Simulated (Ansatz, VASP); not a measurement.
# MgO (Periclase) in two plane-wave programs

Wanted: the spread between two codes on one cell, functional and k mesh. The cell is taken from a series of runs on this material, whose earlier steps may have relaxed, scaled, displaced or heated it; both programs get it as it stands.

Method: plane waves, with VASP 6.6.1 beside it; zone-centre phonons at LDA, in Ansatz 0.2.0.

## Step 1: Starting point

The structure is cubic, space group Fm-3m (No. 225). The conventional cell has a = 4.159 Å, b = 4.159 Å, c = 4.159 Å, α = 90.00°, β = 90.00°, γ = 90.00°. Mg has 6 O at 2.08 Å nearest. O has 6 Mg at 2.08 Å nearest. Farther neighbours and most contacts between anions are not listed.

Structure file:

```cif
data_structure
_symmetry_space_group_name_H-M 'P 1'
_symmetry_Int_Tables_number 1
_cell_length_a 2.9410
_cell_length_b 2.9410
_cell_length_c 2.9410
_cell_angle_alpha 60.000
_cell_angle_beta 60.000
_cell_angle_gamma 60.000
_cell_volume 17.99
loop_
_atom_site_label
_atom_site_type_symbol
_atom_site_fract_x
_atom_site_fract_y
_atom_site_fract_z
_atom_site_occupancy
Mg1 Mg 0.00000 0.00000 0.00000 1
O2 O 0.50000 0.50000 0.50000 1
```

## Step 2: Ansatz: zone-centre phonons, LDA

Ansatz runs on its default PAW (the set named soft_2) files.

Second derivatives magnify differences that forces hide, and they need a tight electronic threshold.

Input file input.yaml:

```yaml
crystal:
  lattice:
    - [0.0, 2.079589901, 2.079589901]
    - [2.079589901, 0.0, 2.079589901]
    - [2.079589901, 2.079589901, 0.0]
  atoms:
    - { symbol: Mg, position: [0.0, 0.0, 0.0] }
    - { symbol: O, position: [0.5, 0.5, 0.5] }
kpoints:
  mp_grid: { grid: [8, 8, 8] }
hamiltonian:
  xc: lda
scf:
  occupations: { method: fixed }
output:
  eigenvalues: true
phonons:
  method: dfpt
  qmesh: [4, 4, 4]
  temperatures: { t_max: 1000, t_step: 50 }
  qpath:
    path:
      - [[0.0, 0.0, 0.0], [0.5, 0.0, 0.5], [0.625, 0.25, 0.625]]
      - [[0.375, 0.375, 0.75], [0.0, 0.0, 0.0], [0.5, 0.5, 0.5], [0.5, 0.25, 0.75], [0.5, 0.0, 0.5]]
    npoints: 10
  non_analytic_term:
    high_frequency_dielectric_tensor: [[3.1831, 0.0, 0.0], [0.0, 3.1831, 0.0], [0.0, 0.0, 3.1831]]
    born_effective_charges:
      - { species: Mg, tensor: [[1.9668, 0.0, 0.0], [0.0, 1.9668, 0.0], [0.0, 0.0, 1.9668]] }
      - { species: O, tensor: [[-1.9668, 0.0, 0.0], [0.0, -1.9668, 0.0], [0.0, 0.0, -1.9668]] }
    source: "zone-centre run at this cell"
```

Run with:

```console
> ansatz run input.yaml --threads 4 --pin off --max-ram 7168MiB --backend cpu --events-out ev --progress --plain --runs-dir out
```

Numbers of over 12 decimals in the logs are rounded to 6 here.

Output:

```text
Engine: ansatz 0.2.0, aarch64-unknown-linux-gnu
Pseudopotentials: kind: paw
Pseudopotential: Mg, paw, valence charge 10, recommended cutoff 420 eV (normal), Mg.paw.azcp
Pseudopotential: O, paw, valence charge 6, recommended cutoff 420 eV (normal), O.paw.azcp
Functional definition: SPW92
  exchange = slater_x
  correlation = pw_c
Crystal: 2 atoms, lattice volume = 17.987 Å³
Basis set: ecut = 420 eV, 339 PW (Γ), exchange–correlation on 40×40×40 points (8 copies of the dense FFT grid, shifted against one another)
Bands: 12, of which v1, the nominal top of the filled ones, is band 8 counted from 1 (7 counted from 0)
Symmetry: 48 space group operations
k-points: 29 of 512
Non-local potential: Mg, projectors of the file, l = 0: 3, l = 1: 2, l = 2: 1
Non-local potential: O, projectors of the file, l = 0: 2, l = 1: 2, l = 2: 1
PAW form: soft (Blöchl's): semilocal exchange-correlation on the pseudo side does not see the compensation charge
PAW frozen core: Mg, regenerated for the run's functional, and the local potential with it (the file was generated under x = pbe(κ = 0.804, μ = 0.219515), c = pbe(β = 0.066725))
PAW frozen core: O, regenerated for the run's functional, and the local potential with it (the file was generated under x = pbe(κ = 0.804, μ = 0.219515), c = pbe(β = 0.066725))
PAW one-centre angular grid: Mg, 110 points (default); XC on 64 Gauss nodes
PAW one-centre angular grid: O, 110 points (default); XC on 64 Gauss nodes
Initial density: superposition of atomic densities (neutral atoms: chi_scale 0, normalization atom), corrected by the library's trained network
Initial wavefunctions: pseudopotential atomic-orbital guess
Functional: x = slater, c = lda
SCF iter   1: F=—  HF=-2460.083324 eV  |F-HF|=—  |Δ(HF+E_count)|=         —  Δρ=1.80e-2  dr2=4.58e-2  ethr=1.77e-3  ⟨swp⟩=4.7  Hψ=1833  notcnv=0  defer=47
preconditioner: auto → none  [insulator: Δε(μ)=4.882 eV  Ē_g=18.542 eV  n_scr=8 (ndim 8)  ℏωp=24.8 eV  f_vac=0.000  ε∞_Penn≈2.8]
SCF iter   2: F=—  HF=-2460.068406 eV  |F-HF|=—  |Δ(HF+E_count)|=   1.49e-2  Δρ=8.89e-3  dr2=7.32e-3  ethr=2.86e-4  ⟨swp⟩=2.5  Hψ=727  notcnv=0  defer=56
SCF iter   3: F=—  HF=-2460.065718 eV  |F-HF|=—  |Δ(HF+E_count)|=   2.69e-3  Δρ=1.95e-3  dr2=3.80e-4  ethr=4.57e-5  ⟨swp⟩=2.0  Hψ=510  notcnv=0  defer=56
SCF iter   4: F=—  HF=-2460.065501 eV  |F-HF|=—  |Δ(HF+E_count)|=   2.17e-4  Δρ=4.21e-4  dr2=1.39e-5  ethr=2.38e-6  ⟨swp⟩=2.1  Hψ=591  notcnv=0  defer=51
SCF iter   5: F=—  HF=-2460.065492 eV  |F-HF|=—  |Δ(HF+E_count)|=   8.74e-6  Δρ=2.61e-5  dr2=7.89e-8  ethr=8.71e-8  ⟨swp⟩=2.0  Hψ=544  notcnv=0
SCF iter   6: F=—  HF=-2460.065497 eV  |F-HF|=—  |Δ(HF+E_count)|=   4.22e-6  Δρ=2.30e-6  dr2=4.97e-10  ethr=4.93e-10  ⟨swp⟩=2.1  Hψ=574  notcnv=0
SCF iter   7: F=-2460.065497 eV  HF=-2460.065497 eV  |F-HF|=4.55e-13  |Δ(HF+E_count)|=  4.96e-11  Δρ=6.36e-8  dr2=4.14e-13  ethr=1.00e-12  ⟨swp⟩=5.0  Hψ=1790  notcnv=0
SCF 1 converged in 7 iterations: F = -2460.065497 eV  dr2 = 4.14e-13
  greatest PAW one-centre occupation: 1.000 electrons in one spin orbital (limit 2), on the Mg atom at site 0 (counted from 0), in its partial waves of l = 1
NSCF: frozen V_eff on 29 k-points
NSCF: frozen V_eff on 59 k-points
DFPT response loops at q = (0, 0, 0) (fractional): preconditioner auto → none (the input reference at scf.mixing.eps_inf says where Resta's filter doesn't serve); β = 0.50; Broyden in place of MSR1
NSCF: frozen V_eff on 576 k-points
DFPT response loops at q = (0, 0, 0.25) (fractional): mixed as the last ones told, above
NSCF: frozen V_eff on 300 k-points
DFPT response loops at q = (0, 0, -0.5) (fractional): mixed as the last ones told, above
NSCF: frozen V_eff on 328 k-points
DFPT response loops at q = (0, 0.25, 0.25) (fractional): mixed as the last ones told, above
NSCF: frozen V_eff on 1024 k-points
DFPT response loops at q = (0, 0.25, -0.5) (fractional): mixed as the last ones told, above
NSCF: frozen V_eff on 576 k-points
DFPT response loops at q = (0, 0.25, -0.25) (fractional): mixed as the last ones told, above
NSCF: frozen V_eff on 190 k-points
DFPT response loops at q = (0, -0.5, -0.5) (fractional): mixed as the last ones told, above
NSCF: frozen V_eff on 328 k-points
DFPT response loops at q = (0.25, -0.5, -0.25) (fractional): mixed as the last ones told, above
SCF converged after 7 iterations
Free energy (F): -2460.065497 eV
Harris-Foulkes:  -2460.065497 eV  (|F-HF|=4.55e-13)
Internal energy: -2460.065497 eV  (E = F + TS)
E sigma→0 (E₀):  -2460.065497 eV
Fermi energy:    8.240622 eV
--- Per-component energies (eV) ---
  E_band       = -287.655507
  E_kinetic    = 255.767688
  E_local      = -1577.305345  (includes V_loc(G=0)·N_el)
  E_nonlocal   = 145.613230
  E_hartree    = 543.384519
  E_xc         = -104.028747
  E_vxc        = -134.275655  (∫ρ·V_xc dr)
  E_paw        = -417.986449  (= ΣΔE_a)
  E_vpaw       = -64.227115  (= ΣTr[D̂ρ^β])
  E_aug_tail   = 0.002646  (compensation charges beyond the density's cutoff)
  E_ewald      = -1305.760439
  E_core_change = 0.247401  (= ΣΔE_core)
  E_smearing   = -0.000000  (= −TS)
  E_closure    = 0.000000  (closes the sum)
  Σ components = -2460.065497   (vs F -2460.065497, Δ=0.00e0)
--- Band table (eV; the first three rows and the last of 29) ---
  k-point 0: bands = [... 4 lower, -8.9620, 8.2406, 8.2406, 8.2406, 13.2752, 23.9944, 23.9944, 23.9944]
  k-point 1: bands = [... 4 lower, -8.7744, 7.2639, 8.1293, 8.1293, 14.1752, 22.3273, 24.3718, 24.3718]
  k-point 2: bands = [... 4 lower, -8.2850, 5.4804, 7.8720, 7.8720, 15.5727, 20.8424, 24.9255, 24.9255]
  k-point 28: bands = [... 4 lower, -7.1551, 5.1349, 5.1349, 6.3662, 19.9523, 19.9523, 20.5818, 24.0026]
--- Phonons (Γ-DFPT): 2 representative perturbations + reference (Σ response iterations 6) ---
  ASR residual: 5.266e-5 → 0.000e0 eV/Å²; symmetrization residual: 1.919e-6 eV/Å²
  ASR residual per site (eV/Å²): 1.16e-5 5.27e-5
  Γ frequencies (cm⁻¹): 0.00 0.00 0.00 408.44 408.44 408.44
--- Phonons (arbitrary-q DFPT): 8 irreducible q on the 4×4×4 mesh ---
  q = [0.0000, 0.0000, 0.0000] (star 1, of the zone-centre solve; hermiticity 6.48e-7, symmetrization 8.80e-13): 0.00 0.00 0.00 408.44 408.44 408.44
  q = [0.0000, 0.0000, 0.2500] (star 8, 2 solved perturbations on 288 of 512 k-point pairs; hermiticity 2.33e-7, symmetrization 1.17e-7): 187.40 187.40 329.72 398.06 398.06 681.12
  q = [0.0000, 0.0000, -0.5000] (star 4, 2 solved perturbations on 150 of 512 k-point pairs; hermiticity 6.59e-7, symmetrization 3.30e-7): 284.18 284.18 370.26 370.26 551.47 574.97
  q = [0.0000, 0.2500, 0.2500] (star 6, 4 solved perturbations in 528 linear systems a pass and spin channel, the states on 164 of 512 k-point pairs; hermiticity 1.60e-7, symmetrization 1.01e-8): 218.65 218.65 334.86 432.37 432.37 624.92
  q = [0.0000, 0.2500, -0.5000] (star 24, 4 solved perturbations in 1600 linear systems a pass and spin channel, the states on 512 of 512 k-point pairs; hermiticity 1.61e-7, symmetrization 2.42e-8): 284.75 335.37 420.44 446.35 454.55 560.78
  q = [0.0000, 0.2500, -0.2500] (star 12, 4 solved perturbations in 904 linear systems a pass and spin channel, the states on 288 of 512 k-point pairs; hermiticity 1.84e-7, symmetrization 2.69e-8): 274.68 323.58 379.42 419.42 468.69 591.89
  q = [0.0000, -0.5000, -0.5000] (star 3, 4 solved perturbations in 308 linear systems a pass and spin channel, the states on 95 of 512 k-point pairs; hermiticity 1.10e-7, symmetrization 1.17e-8): 292.23 292.23 431.98 457.28 457.28 553.29
  q = [0.2500, -0.5000, -0.2500] (star 6, 4 solved perturbations in 502 linear systems a pass and spin channel, the states on 164 of 512 k-point pairs; hermiticity 7.61e-8, symmetrization 3.81e-8): 352.85 381.48 381.48 448.83 506.37 506.37
  sum rule: each row above includes the acoustic sum rule's correction from the zone centre's row sums; it moved no ω² by more than (0.95 cm⁻¹)²
  mesh force constants: q→R imaginary residual 2.13e-18; ASR residual 5.266e-5 → 0.000e0 eV/Å²; symmetrization residual 7.105e-15 eV/Å²
  interpolated dispersion: 63 rows × 6 modes
  density of states and harmonic sums: on the 28×28×28 q-mesh, interpolated from the force constants of a 4×4×4 supercell (with the dipole–dipole term of supplied tensors)
  largest difference from the sums on the solved wave vectors: F 7.67e-3 eV, S 1.18e-5 and C_V 3.95e-6 eV/K
  zero-point energy: 0.150132 eV/cell   skipped modes (ω ≤ 0): 3   left out of the sums: 2.28e-5 of the cell's modes: C_V's classical limit lies that fraction below 3 k_B per atom; for a crystal, a wire or a layer, F and S can be off by more, and a phonons.interpolated_qmesh denser along its periods is the remedy for the sampling
```

In the SCF lines HF is the Harris–Foulkes energy and dr2 the Hartree energy of the density residual, in eV; the loop may stop once dr2 is under the threshold and the program's other checks hold. Hψ counts applications of the Hamiltonian.

## Step 3: VASP: zone-centre phonons, LDA

The same cell, functional (in two slightly different forms) and mesh now go to VASP, with its own data sets.

Lines of VASP's logs that name or quote its potential files are left out, and so is its time.

Input file INCAR:

```
SYSTEM = MgO
PREC = Accurate
ENCUT = 600
EDIFF = 1E-08
NELM = 120
ISMEAR = 0
SIGMA = 0.01
LREAL = .FALSE.
ALGO = Normal
GGA = CA
NBANDS = 10
LORBIT = 11
LWAVE = .FALSE.
LCHARG = .FALSE.
ISIF = 2
IBRION = 8
LASPH = .TRUE.
GGA_COMPAT = .FALSE.
EFERMI = MIDGAP
KPAR = 2
```

Input file POSCAR:

```
MgO
1.0
    0.0000000000      2.0795899010      2.0795899010
    2.0795899010      0.0000000000      2.0795899010
    2.0795899010      2.0795899010      0.0000000000
Mg O
1 1
Direct
    0.0000000000      0.0000000000      0.0000000000
    0.5000000000      0.5000000000      0.5000000000
```

Input file KPOINTS:

```
Automatic mesh
0
Gamma
8 8 8
0 0 0
```

PAW data sets: Mg and O (LDA family, release 64).

Run with:

```console
> mpirun -np 2 vasp_std
```

Output:

```text
[banner, memory and clock lines left out]
running    2 mpi-ranks, on    1 nodes
 distrk:  each k-point on    1 cores,    2 groups
 distr:  one band on    1 cores,    1 groups

 POSCAR found type information on POSCAR MgO
 POSCAR found :  2 types and       2 ions
 LDA part: xc-table for (Slater(with rela. corr.)+CA(PZ))
 , standard interpolation
 POSCAR, INCAR and KPOINTS ok, starting setup
 FFT: planning ... GRIDC
 FFT: planning ... GRID_SOFT
 FFT: planning ... GRID
 WAVECAR not read
 entering main loop
       N       E                     dE             d eps       ncg     rms          rms(c)
DAV:   1     0.130500585652E+02    0.13050E+02   -0.51203E+03   652   0.801E+02
DAV:   2    -0.144777037905E+02   -0.27528E+02   -0.27166E+02   652   0.149E+02
DAV:   3    -0.150280461115E+02   -0.55034E+00   -0.55008E+00   680   0.186E+01
DAV:   4    -0.150293577804E+02   -0.13117E-02   -0.13116E-02   654   0.101E+00
DAV:   5    -0.150293617009E+02   -0.39205E-05   -0.39205E-05   672   0.511E-02    0.708E+00
DAV:   6    -0.135111544177E+02    0.15182E+01   -0.88151E+00   584   0.177E+01    0.221E+00
DAV:   7    -0.134722102534E+02    0.38944E-01   -0.53260E-02   620   0.229E+00    0.128E+00
DAV:   8    -0.134484414449E+02    0.23769E-01   -0.27472E-02   586   0.186E+00    0.192E-01
DAV:   9    -0.134482499361E+02    0.19151E-03   -0.19498E-04   660   0.117E-01    0.131E-01
DAV:  10    -0.134481255981E+02    0.12434E-03   -0.29157E-04   618   0.161E-01    0.865E-03
DAV:  11    -0.134481246455E+02    0.95252E-06   -0.41706E-06   632   0.119E-02    0.323E-03
DAV:  12    -0.134481246320E+02    0.13517E-07   -0.21025E-07   642   0.324E-03    0.657E-04
DAV:  13    -0.134481246293E+02    0.27788E-08   -0.49754E-09   364   0.814E-04
   1 F= -.13448125E+02 E0= -.13448125E+02  d E =0.000000E+00
 Linear response reoptimize wavefunctions to high precision
DAV:   1    -0.134481246301E+02   -0.81991E-09   -0.16095E-10   358   0.136E-04
DAV:   2    -0.134481246301E+02   -0.11823E-10   -0.10291E-11   324   0.338E-05
 Linear response DOF=           2
 Linear response progress:
  Degree of freedom:   1/  2
       N       E                     dE             d eps       ncg     rms          rms(c)
RMM:   1    -0.218906027627E-02   -0.21891E-02    0.73574E-05  2426   0.520E-01
RMM:   2    -0.214429733189E-02    0.44763E-04   -0.13817E-04  1798   0.817E-02    0.360E-02
RMM:   3    -0.211673634994E-02    0.27561E-04   -0.16327E-05  1868   0.283E-02    0.185E-02
RMM:   4    -0.211562220270E-02    0.11141E-05   -0.13875E-05  1869   0.256E-02    0.331E-03
RMM:   5    -0.211590407834E-02   -0.28188E-06   -0.14026E-07  1873   0.291E-03    0.305E-04
RMM:   6    -0.211590983396E-02   -0.57556E-08   -0.62137E-10  1887   0.201E-04    0.132E-04
 first order change of Fermi-energy   0.60006E-04
 force on displaced ion       1 direction 1 :  -6.096   0.000   0.000
 Linear response progress:
  Degree of freedom:   2/  2
       N       E                     dE             d eps       ncg     rms          rms(c)
RMM:   1    -0.348677096082E+00   -0.34868E+00    0.38625E-01  2101   0.425E+00
RMM:   2    -0.349332301915E+00   -0.65521E-03   -0.15926E-03  1852   0.326E-01    0.134E-01
RMM:   3    -0.350708539310E+00   -0.13762E-02   -0.37375E-04  1777   0.140E-01    0.710E-02
RMM:   4    -0.352806918593E+00   -0.20984E-02   -0.37386E-04  1683   0.144E-01    0.174E-02
RMM:   5    -0.352820724431E+00   -0.13806E-04   -0.46578E-06  1943   0.203E-02    0.137E-03
RMM:   6    -0.352820791995E+00   -0.67564E-07   -0.49762E-08  1977   0.176E-03    0.785E-04
RMM:   7    -0.352816274223E+00    0.45178E-05   -0.17534E-08  1966   0.404E-04    0.539E-05
RMM:   8    -0.352816175540E+00    0.98684E-07   -0.16351E-08  2035   0.128E-04    0.164E-05
RMM:   9    -0.352816226036E+00   -0.50496E-07   -0.16465E-08  2048   0.911E-05    0.284E-06
RMM:  10    -0.352816218038E+00    0.79978E-08   -0.16442E-08  1658   0.823E-05    0.484E-07
 first order change of Fermi-energy   0.12633E-02
 force on displaced ion       2 direction 1 :  -6.102   0.000   0.000
 Linear response finished
```

[end of part 1 of 2]

[Lines on the potential files, build, host, timing and source positions are cut from VASP's logs without a mark.]

[Logs are printed without paths, hosts, clocks, repeated set-up lines and the standing remarks that a program may print on its own settings, such as how far it seeks lower states.]

[Hosts, paths, dates, database ids (printed as entryN), source tags and the programs' standing remarks are cut or masked in the printed files.]
